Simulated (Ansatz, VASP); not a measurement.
**KI in two plane-wave programs**

Wanted: the spread between two codes on one cell, functional and k mesh. The cell is taken from a series of runs on this material, whose earlier steps may have relaxed, scaled, displaced or heated it; both programs get it as it stands.

Main program and level: Ansatz 0.2.0; plane waves, with VASP 6.6.1 beside it; relaxation of cell and atoms at LDA.

## 1. Set-up

The structure is cubic, space group Fm-3m (No. 225). The conventional cell has a = 6.823 Å, b = 6.823 Å, c = 6.823 Å, α = 90.00°, β = 90.00°, γ = 90.00°. Nearest to K lie 6 I at 3.41 Å. Nearest to I lie 6 K at 3.41 Å. Farther neighbours and most contacts between anions are not listed.

As a file:

```xyz
2
Lattice="0.0000 3.4116 3.4116 3.4116 0.0000 3.4116 3.4116 3.4116 0.0000" Properties=species:S:1:pos:R:3 pbc="T T T"
K     0.0000    0.0000    0.0000
I     3.4116    3.4116    3.4116
```

## 2. VASP: relaxation of cell and atoms, LDA

The relaxed volume is the usual yardstick between codes: in a stiff, nearly cubic crystal its relative difference is about their pressure difference at one cell divided by the bulk modulus.

Lines of VASP's logs that name or quote its potential files are left out, and so is its time.

INCAR reads:

```
SYSTEM = KI
PREC = Accurate
ENCUT = 500
EDIFF = 1E-07
NELM = 120
ISMEAR = 0
SIGMA = 0.02
LREAL = .FALSE.
ALGO = Normal
GGA = PW92
NBANDS = 14
LORBIT = 11
LWAVE = .FALSE.
LCHARG = .FALSE.
ISIF = 3
IBRION = 2
NSW = 80
EDIFFG = -0.005
LASPH = .TRUE.
GGA_COMPAT = .FALSE.
NELMIN = 4
EFERMI = MIDGAP
```

POSCAR reads:

```
KI
1.0
    0.0000000000      3.4115740000      3.4115740000
    3.4115740000      0.0000000000      3.4115740000
    3.4115740000      3.4115740000      0.0000000000
K I
1 1
Direct
    0.0000000000      0.0000000000      0.0000000000
    0.5000000000      0.5000000000      0.5000000000
```

KPOINTS reads:

```
Automatic mesh
0
Gamma
6 6 6
0 0 0
```

Potentials, in the order of the species: K_sv and I (LDA family, release 64).

Started as:

```console
mpirun -np 1 vasp_std
```

Numbers of over 12 decimals in the logs are rounded to 6 here.

Log:

```text
[banner, memory and clock lines left out]
running    1 mpi-ranks, on    1 nodes
 distrk:  each k-point on    1 cores,    1 groups
 distr:  one band on    1 cores,    1 groups

 POSCAR found type information on POSCAR K I
 POSCAR found :  2 types and       2 ions
|                                                                             |
|               ----> ADVICE to this user running VASP <----                  |
|                                                                             |
|     You enforced a specific xc type in the INCAR file but a different       |
|     [... a line on the potential file left out ...]
|     I HOPE YOU KNOW WHAT YOU ARE DOING!                                     |
|                                                                             |

 LDA part: xc-table for (Slater(with rela. corr.)+PW92), standard interpolation
 POSCAR, INCAR and KPOINTS ok, starting setup
 FFT: planning ... GRIDC
 FFT: planning ... GRID_SOFT
 FFT: planning ... GRID
 WAVECAR not read
 entering main loop
       N       E                     dE             d eps       ncg     rms          rms(c)
DAV:   1     0.914043587441E+02    0.91404E+02   -0.65317E+03   448   0.967E+02
DAV:   2    -0.676074496291E+00   -0.92080E+02   -0.85185E+02   568   0.235E+02
DAV:   3    -0.598541581728E+01   -0.53093E+01   -0.52840E+01   614   0.484E+01
DAV:   4    -0.624629859523E+01   -0.26088E+00   -0.26079E+00   740   0.100E+01
DAV:   5    -0.624835362192E+01   -0.20550E-02   -0.20550E-02   612   0.951E-01    0.406E+00
DAV:   6    -0.617316631671E+01    0.75187E-01   -0.81639E-02   538   0.192E+00    0.281E+00
DAV:   7    -0.616004075110E+01    0.13126E-01   -0.88279E-02   556   0.174E+00    0.797E-01
DAV:   8    -0.615991652833E+01    0.12422E-03   -0.13466E-02   514   0.881E-01    0.179E-01
DAV:   9    -0.615990744580E+01    0.90825E-05   -0.42347E-04   588   0.130E-01    0.950E-02
DAV:  10    -0.615994610779E+01   -0.38662E-04   -0.18973E-04   604   0.642E-02    0.693E-02
DAV:  11    -0.615993754241E+01    0.85654E-05   -0.54123E-05   490   0.456E-02    0.833E-03
DAV:  12    -0.615993772714E+01   -0.18474E-06   -0.20935E-06   532   0.110E-02    0.406E-03
DAV:  13    -0.615993784223E+01   -0.11508E-06   -0.14157E-07   480   0.311E-03    0.586E-03
DAV:  14    -0.615993784365E+01   -0.14199E-08   -0.91269E-08   332   0.180E-03
   1 F= -.61599378E+01 E0= -.61599378E+01  d E =-.615994E+01
 curvature:   0.00 expect dE= 0.000E+00 dE for cont linesearch  0.000E+00
 trial: gam= 0.00000 g(F)=  0.387E-62 g(S)=  0.161E-04 ort = 0.000E+00 (trialstep = 0.100E+01)
 search vector abs. value=  0.161E-04
 bond charge predicted
       N       E                     dE             d eps       ncg     rms          rms(c)
DAV:   1    -0.616005892695E+01   -0.12108E-03   -0.23886E-03   538   0.457E-01    0.672E-02
DAV:   2    -0.615997283305E+01    0.86094E-04   -0.20324E-04   572   0.123E-01    0.278E-02
DAV:   3    -0.615994815914E+01    0.24674E-04   -0.72974E-05   776   0.647E-02    0.235E-02
DAV:   4    -0.615994873743E+01   -0.57829E-06   -0.18062E-06   690   0.108E-02    0.889E-03
DAV:   5    -0.615994869320E+01    0.44230E-07   -0.27134E-06   804   0.849E-03    0.184E-03
DAV:   6    -0.615994869084E+01    0.23647E-08   -0.19328E-08   314   0.130E-03
   2 F= -.61599487E+01 E0= -.61599487E+01  d E =-.108472E-04
 trial-energy change:   -0.000011  1 .order   -0.000011   -0.000016   -0.000005
 step:   1.5107(harm=  1.5107)  dis= 0.00000  next Energy=    -6.159950 (dE=-0.121E-04)
 reached required accuracy - stopping structural energy minimisation
```

From OUTCAR (step 2):

```text
ion  position               nearest neighbor table
   1  0.000  0.000  0.000-   2 3.41   2 3.41   2 3.41   2 3.41   2 3.41   2 3.41
   2  0.500  0.500  0.500-   1 3.41   1 3.41   1 3.41   1 3.41   1 3.41   1 3.41

  LATTYP: Found a face centered cubic cell.
 ALAT       =     6.8231480000

 Subroutine GETGRP returns: Found 48 space group operations
 (whereof 48 operations were pure point group operations)

The static configuration has the point symmetry O_h .

 Found     16 irreducible k-points:

   k-points           NKPTS =     16   k-points in BZ     NKDIM =     16   number of bands    NBANDS=     14

   dimension x,y,z NGX =    36 NGY =   36 NGZ =   36
   dimension x,y,z NGXF=    72 NGYF=   72 NGZF=   72

   ENCUT  =  500.0 eV  36.75 Ry    6.06 a.u.   8.80  8.80  8.80*2*pi/ulx,y,z

   NELECT =      16.0000    total number of electrons

 k-points in reciprocal lattice and weights: Automatic mesh
   0.00000000  0.00000000  0.00000000       0.005
   0.16666667  0.00000000  0.00000000       0.037
   0.33333333  0.00000000  0.00000000       0.037
   0.50000000  0.00000000  0.00000000       0.019
   0.16666667  0.16666667  0.00000000       0.028
   0.33333333  0.16666667  0.00000000       0.111
   0.50000000  0.16666667  0.00000000       0.111
  -0.33333333  0.16666667  0.00000000       0.111
  -0.16666667  0.16666667  0.00000000       0.056
[...]
-0.33333333  0.33333333  0.16666667       0.111
  -0.33333333  0.50000000  0.16666667       0.056

 average (electrostatic) potential at core
       1 -34.9885       2 -94.4579

 E-fermi :   1.9011

 k-point     1 :       0.0000    0.0000    0.0000
  band No.  band energies     occupation
    ...
      4     -11.7675      2.00000
      5     -10.7805      2.00000
      6      -0.0340      2.00000
      7      -0.0340      2.00000
      8      -0.0340      2.00000
      9       3.8362      0.00000
     10       6.1851      0.00000
     11       6.1851      0.00000
     12       6.1851      0.00000
     13       7.0182      0.00000
    ...

 k-point     2 :       0.1667    0.0000    0.0000
  band No.  band energies     occupation
    ...
      4     -11.7684      2.00000
      5     -10.6401      2.00000
      6      -0.5713      2.00000
      7      -0.1586      2.00000
      8      -0.1586      2.00000
      9       4.5372      0.00000
     10       6.1367      0.00000
     11       6.5094      0.00000
     12       6.5094      0.00000
     13       7.4010      0.00000
    ...

 k-point     3 :       0.3333    0.0000    0.0000
  band No.  band energies     occupation
    ...
      4     -11.7700      2.00000
      5     -10.4015      2.00000
      6      -1.3593      2.00000
      7      -0.3843      2.00000
      8      -0.3843      2.00000
      9       5.1844      0.00000
     10       7.0124      0.00000
     11       7.3144      0.00000
     12       7.3144      0.00000
     13       8.3638      0.00000
    ...

  Total        0.0050395      0.0050395      0.0050395      0.0000000      0.0000000      0.0000000
  in kB        0.1015620      0.1015620      0.1015620      0.0000000      0.0000000      0.0000000
  external PRESSURE =       0.1015620 kB  Pullay stress =       0.0000000 kB

  energy-cutoff  :      500.00
  volume of cell :       79.50
      direct lattice vectors                 reciprocal lattice vectors
     0.000000000  3.412800727  3.412800727    -0.146507236  0.146507236  0.146507236
     3.412800727  0.000000000  3.412800727     0.146507236 -0.146507236  0.146507236
     3.412800727  3.412800727 -0.000000000     0.146507236  0.146507236 -0.146507236

 POSITION                                       TOTAL-FORCE (eV/Angst)
 -----------------------------------------------------------------------------------
      3.41280      3.41280     -0.00000        -0.000000      0.000000     -0.000000
      3.41280      3.41280      3.41280         0.000000     -0.000000      0.000000
 -----------------------------------------------------------------------------------
    total drift:                                0.000000      0.000000      0.000000

  FREE ENERGIE OF THE ION-ELECTRON SYSTEM (eV)
  ---------------------------------------------------
  free  energy   TOTEN  =        -6.1599486908 eV

  energy  without entropy=       -6.1599486908  energy(sigma->0) =       -6.15994869

 reached required accuracy - stopping structural energy minimisation

 total charge
# of ion       s       p       d       tot
------------------------------------------
    1        1.959   5.562   0.032   7.553
    2        1.499   2.856   0.002   4.356
--------------------------------------------------
tot          3.457   8.418   0.034  11.909

[... 3 further parts left out ...]
```

CONTCAR:

```
KI
   1.00000000000000
     0.0000000000000000    3.4128007273644867    3.4128007273644867
     3.4128007273644867    0.0000000000000000    3.4128007273644867
     3.4128007273644867    3.4128007273644867   -0.0000000000000000
  K               I
     1     1
Direct
     0.0000000000000000    0.0000000000000000    1.0000000000000000
     0.5000000000000000    0.5000000000000000    0.5000000000000000
```

The gap is read on the k-mesh alone, so it is an upper bound where the band edges lie off the mesh. The run keeps the 48 symmetry operations of its start, so it cannot find a distortion of lower symmetry.

## 3. Ansatz: relaxation of cell and atoms, LDA

Ansatz runs on its PAW soft_1 files.

The same cell, functional (in two slightly different forms), mesh and smearing now go to Ansatz, which takes its cutoff from its data sets.

input.yaml reads:

```yaml
crystal:
  lattice:
    - [0.0, 3.4115742948, 3.4115742948]
    - [3.4115742948, 0.0, 3.4115742948]
    - [3.4115742948, 3.4115742948, 0.0]
  atoms:
    - { symbol: K, position: [0.0, 0.0, 0.0] }
    - { symbol: I, position: [0.5, 0.5, 0.5] }
kpoints:
  mp_grid: { grid: [6, 6, 6] }
hamiltonian:
  xc: lda
  pseudopotentials: { kind: paw, azcp: { folder: soft_1 }, xc_functional: pbe }
scf:
  occupations: { method: gaussian, width: 0.02 }
  lower_state_search: "off"
output:
  forces: true
  stress: true
  eigenvalues: true
relax:
  adjacent_minimum: "off"
  f_tol: 0.005
  max_steps: 80
  cell: { stress_tol: 0.05 }
```

Started as:

```console
ansatz run input.yaml --threads 8 --pin off --max-ram 19456MiB --backend cpu --events-out ev --progress --plain --runs-dir out
```

Log:

```text
Engine: ansatz 0.2.0, aarch64-unknown-linux-gnu
Pseudopotentials: kind: paw
Pseudopotential: K, paw, valence charge 9, recommended cutoff 420 eV (normal), soft_1/K.paw.azcp
Pseudopotential: I, paw, valence charge 17, recommended cutoff 420 eV (normal), soft_1/I.paw.azcp
Functional definition: SPW92
  exchange = slater_x
  correlation = pw_c
Crystal: 2 atoms, lattice volume = 79.414 Å³
Basis set: ecut = 420 eV, 1471 PW (Γ)
Bands: 17, of which v1, the nominal top of the filled ones, is band 13 counted from 1 (12 counted from 0)
Symmetry: 48 space group operations
Space group: Fm-3m (ITA 225), of the structure as read, at distance tolerance 4.3e-5 Å
k-points: 16 of 216
Non-local potential: K, projectors of the file, l = 0: 3, l = 1: 2, l = 2: 2
Non-local potential: I, projectors of the file, l = 0: 2, l = 1: 2, l = 2: 2, l = 3: 1
PAW form: soft (Blöchl's): semilocal exchange-correlation on the pseudo side does not see the compensation charge
PAW frozen core: K, regenerated for the run's functional, and the local potential with it (the file was generated under x = pbe(κ = 0.804, μ = 0.219515), c = pbe(β = 0.066725))
PAW frozen core: I, regenerated for the run's functional, and the local potential with it (the file was generated under x = pbe(κ = 0.804, μ = 0.219515), c = pbe(β = 0.066725))
PAW one-centre angular grid: K, 110 points (default); XC on 64 Gauss nodes
PAW one-centre angular grid: I, 590 points (default); XC on 64 Gauss nodes
Initial density: superposition of atomic densities (chi_scale 0.1, normalization cell, long waves kept (reshape's long-wave potential 0.00 eV rms))
Initial wavefunctions: pseudopotential atomic-orbital guess
Functional: x = slater, c = lda
SCF iter   1: F=—  HF=-8856.436692 eV  |F-HF|=—  |Δ(HF+E_count)|=         —  Δρ=4.34e-2  dr2=2.90e0  ethr=3.10e-3  ⟨swp⟩=7.4  Hψ=1649  notcnv=0
preconditioner: auto → none  [insulator: Δε(μ)=2.710 eV  Ē_g=13.858 eV  σ=0.020 eV  W_gap=1.00  n_scr=14 (ndim 8)  ℏωp=15.6 eV  f_vac=0.006  D(μ)=0.00/eV (n_scr^D=0)  ε∞_Penn≈2.3]
SCF iter   2: F=—  HF=-8855.193077 eV  |F-HF|=—  |Δ(HF+E_count)|=    1.24e0  Δρ=9.21e-3  dr2=9.72e-2  ethr=3.10e-3  ⟨swp⟩=4.1  Hψ=775  notcnv=0
SCF iter   3: F=—  HF=-8855.175316 eV  |F-HF|=—  |Δ(HF+E_count)|=   1.78e-2  Δρ=4.23e-3  dr2=1.31e-2  ethr=3.74e-4  ⟨swp⟩=2.9  Hψ=452  notcnv=0
SCF iter   4: F=—  HF=-8855.178301 eV  |F-HF|=—  |Δ(HF+E_count)|=   2.98e-3  Δρ=6.31e-4  dr2=3.10e-4  ethr=5.05e-5  ⟨swp⟩=3.0  Hψ=424  notcnv=0
SCF iter   5: F=—  HF=-8855.178425 eV  |F-HF|=—  |Δ(HF+E_count)|=   1.24e-4  Δρ=1.13e-4  dr2=4.47e-6  ethr=1.19e-6  ⟨swp⟩=2.8  Hψ=459  notcnv=0
SCF iter   6: F=—  HF=-8855.178428 eV  |F-HF|=—  |Δ(HF+E_count)|=   2.63e-6  Δρ=1.44e-5  dr2=3.71e-7  ethr=1.72e-8  ⟨swp⟩=2.0  Hψ=405  notcnv=0
SCF iter   7: F=-8855.178427 eV  HF=-8855.178427 eV  |F-HF|=4.56e-9  |Δ(HF+E_count)|=   1.49e-7  Δρ=2.22e-6  dr2=5.39e-9  ethr=3.85e-10  ⟨swp⟩=8.0  Hψ=1478  notcnv=0
SCF 1 converged in 7 iterations: F = -8855.178427 eV  dr2 = 5.39e-9
  greatest PAW one-centre occupation: 0.999 electrons in one spin orbital (limit 2), on the I atom at site 1 (counted from 0), in its partial waves of l = 2
relax step   1: F+E_penalty+E_count = -8855.17842739 eV  Δ(F+E_penalty+E_count) = +0.000e0 eV  max|allowed force component| = 2.419e-29 eV/Å  Δτ_max = 0.0000 Å  P = -0.037 GPa  Ω = 79.414 Å³  (7 SCF iters, dr2 threshold 1.00e-7 eV, accepted)
Initial density: handed on by an earlier stage of this run
Initial wavefunctions: pseudopotential atomic-orbital guess (no wavefunctions were taken with the density)
iter 1 solved again at ethr=1.30e-6 eV; its pass at ethr=3.10e-3 eV (dr2=3.37e-4 eV) is discarded
SCF iter   1: F=—  HF=-8855.178430 eV  |F-HF|=—  |Δ(HF+E_count)|=         —  Δρ=2.63e-6  dr2=6.75e-9  ethr=1.30e-6  ⟨swp⟩=3.0  Hψ=2375  notcnv=0
eigensolver tolerance schedule: the retry pair's looser diagonalisation over-reported the residual by 49939.01 of it (diagonalisation noise at an unbounded share of the residual, at the tolerance the schedule requests for it); recorded, not acted on — ethr = c·dr2/N_el stays at c = 1.0e-1
preconditioner: auto → none  [insulator: Δε(μ)=3.863 eV  Ē_g=13.673 eV  σ=0.020 eV  W_gap=1.00  n_scr=14 (ndim 8)  ℏωp=15.6 eV  f_vac=0.090  D(μ)=0.00/eV (n_scr^D=0)  ε∞_Penn≈2.3]
SCF iter   2: F=—  HF=-8855.178427 eV  |F-HF|=—  |Δ(HF+E_count)|=   2.96e-6  Δρ=1.06e-6  dr2=3.52e-10  ethr=2.60e-11  ⟨swp⟩=3.3  Hψ=690  notcnv=0
SCF iter   3: F=—  HF=-8855.178427 eV  |F-HF|=—  |Δ(HF+E_count)|=  3.46e-11  Δρ=5.94e-7  dr2=6.92e-11  ethr=1.00e-12  ⟨swp⟩=8.2  Hψ=1554  notcnv=0
SCF iter   4: F=-8855.178427 eV  HF=-8855.178427 eV  |F-HF|=3.64e-12  |Δ(HF+E_count)|=  1.09e-11  Δρ=1.12e-7  dr2=3.76e-12  ethr=1.00e-12  ⟨swp⟩=5.0  Hψ=1073  notcnv=0
SCF 2 converged in 4 iterations: F = -8855.178427 eV  dr2 = 3.76e-12
relax step   2: F+E_penalty+E_count = -8855.17842740 eV  Δ(F+E_penalty+E_count) = -2.443e-9 eV  max|allowed force component| = 2.340e-29 eV/Å  Δτ_max = 0.0000 Å  P = -0.037 GPa  Ω = 79.414 Å³  stress off target by 3.67e-2 GPa  SCF on the basis re-selected at this cell (its energy is not comparable with the rows above)  (4 SCF iters)
basis re-selected at this cell: Δ(F+E_penalty+E_count) = -2.443e-9 eV, ΔP = +0.000 GPa vs the last step (what re-selecting the basis moved, of the pressure what is left beyond the Pulay correction that the steps carried, after the strain that the cell walked since its last selection, with what the two solves' SCF thresholds leave and, on support functions, any second-order correction that the steps lacked; it is no m [...]
SCF converged after 4 iterations
Free energy (F): -8855.178427 eV
Harris-Foulkes:  -8855.178427 eV  (|F-HF|=3.64e-12)
Internal energy: -8855.178427 eV  (E = F + TS)
E sigma→0 (E₀):  -8855.178427 eV
Fermi energy:    4.851288 eV
--- Per-component energies (eV) ---
  E_band       = -504.237288
  E_kinetic    = 415.088410
  E_local      = -2893.600785  (includes V_loc(G=0)·N_el)
  E_nonlocal   = 138.270625
  E_hartree    = 1238.590249
  E_xc         = -240.883909
  E_vxc        = -275.574815  (∫ρ·V_xc dr)
  E_paw        = -5371.763080  (= ΣΔE_a)
  E_vpaw       = -365.598802  (= ΣTr[D̂ρ^β])
  E_aug_tail   = -0.002465  (compensation charges beyond the density's cutoff)
  E_ewald      = -2141.916163
  E_core_change = 1.038691  (= ΣΔE_core)
  E_smearing   = -0.000000  (= −TS)
  E_closure    = 0.000000  (closes the sum)
  Σ components = -8855.178427   (vs F -8855.178427, Δ=0.00e0)
--- Forces (eV/Å), atoms counted from 1 ---
  atom   1  K     -0.00000000     0.00000000     0.00000000
  atom   2  I      0.00000000    -0.00000000    -0.00000000
  max |Σ_I F_I| component: 2.89e-29 eV/Å
--- Stress (GPa, compression-positive) ---
       -0.036738      -0.000000       0.000000
        0.000000      -0.036738      -0.000000
        0.000000       0.000000      -0.036738
  P = ⅓ Tr σ = -0.0367 GPa (-0.367 kbar)
--- Band table (eV; the first three rows and the last of 16) ---
  k-point 0: bands = [... 9 lower, -7.8695, 2.9198, 2.9198, 2.9198, 6.7827, 9.1616, 9.1616, 9.1616]
  k-point 1: bands = [... 9 lower, -7.7263, 2.3826, 2.7953, 2.7953, 7.4861, 9.1085, 9.4858, 9.4858]
  k-point 2: bands = [... 9 lower, -7.4862, 1.5955, 2.5696, 2.5696, 8.1421, 9.9743, 10.2904, 10.2904]
  k-point 15: bands = [... 9 lower, -7.5791, 1.8604, 2.2297, 2.2301, 8.2828, 9.3479, 10.2773, 11.3657]
--- Relaxed structure (1 steps of the walk, 1 accepted, 1 SCFs on fresh bases) ---
  F+E_penalty+E_count = -8855.17842740 eV   max|allowed force component| = 2.340e-29 eV/Å   (the final SCF, on the basis selected at the relaxed cell)
  cell:  # Å, volume = 79.4135 Å³
    - [0.0, 3.4115742948, 3.4115742948]
    - [3.4115742948, 0.0, 3.4115742948]
    - [3.4115742948, 3.4115742948, 0.0]
  atoms:
    - { symbol: K, position: [0.0, 0.0, 0.0] }
    - { symbol: I, position: [0.500000, 0.500000, 0.500000] }
```

Reading the cycles: dr2 is the Hartree energy of the density residual (eV), the measure of convergence; HF is the Harris–Foulkes estimate of the energy, which meets the free energy F at convergence.

## 4. Side by side

Known differences besides the potentials themselves: the data sets hold 26 valence electrons in Ansatz (on its PAW soft_1 files) and 16 in VASP; the cutoff is 420 eV in Ansatz and 500 eV in VASP; VASP's log shows a relativistic correction to its local exchange, Ansatz's none; Ansatz adds a Pulay correction to the stress that steers its cell, VASP none. Total energies have different zeros and are not compared.

Both answers:

| quantity | Ansatz | VASP | difference |
| --- | --- | --- | --- |
| volume (Å³) | 79.41 | 79.50 | -0.11 % |
| edge a after relaxation, in the typed setting (Å) | 4.825 | 4.826 | -0.04 % |

## 5. What came out

```json
{
 "difference in volume (relaxation of cell and atoms, LDA)": "-0.11 %"
}
```

**Reading.** The difference in volume is -0.11 % (relaxation of cell and atoms, LDA), within the 1.2 % picked in this series as the mark of a large difference, as far as the stopping tolerances let one tell. The data sets hold unlike numbers of valence electrons (26 in Ansatz and 16 in VASP), so part of the differences comes from the potentials. Such differences can come from data sets, numerical settings and the points named under the comparisons, not from the functional's error against experiment.

[Lines on the potential files, build, host, timing and source positions are cut from VASP's logs without a mark.]

[Logs are printed without paths, hosts, clocks, repeated set-up lines and the standing remarks that a program may print on its own settings, such as how far it seeks lower states.]

[Hosts, paths, dates, database ids (printed as entryN), source tags and the programs' standing remarks are cut or masked in the printed files.]
